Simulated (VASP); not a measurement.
```
Ni
1.0
    0.00000     1.75886     1.75886
    1.75886     0.00000     1.75886
    1.75886     1.75886     0.00000
Ni
1
Direct
  0.00000   0.00000   0.00000
```
Starting moments (μB, in the order of the record's atoms Ni): 0.6.

Level of theory: PW91 GGA, VASP's PBE PAW potentials (set 64) (plane waves; VASP). Numerical set-up: 520 eV cut-off, 20×20×20 Γ-centred mesh, tetrahedra with Blöchl corrections, potentials Ni.

**Question.** The job: Ni (fcc), 1 atom, PW91, static run, 520 eV, 20×20×20 Γ-centred mesh. Roughly how much core time does it take on a busy server core?

**Answer.** About 40 core-seconds (one run on a shared machine, a rough figure). It had 256 irreducible k-points, 9 bands, up to 305 plane waves and 15 electronic steps.

The compound is Ni in the fcc structure. It was relaxed first. The spin order is the one that the start imposed; others were not tried in this run.
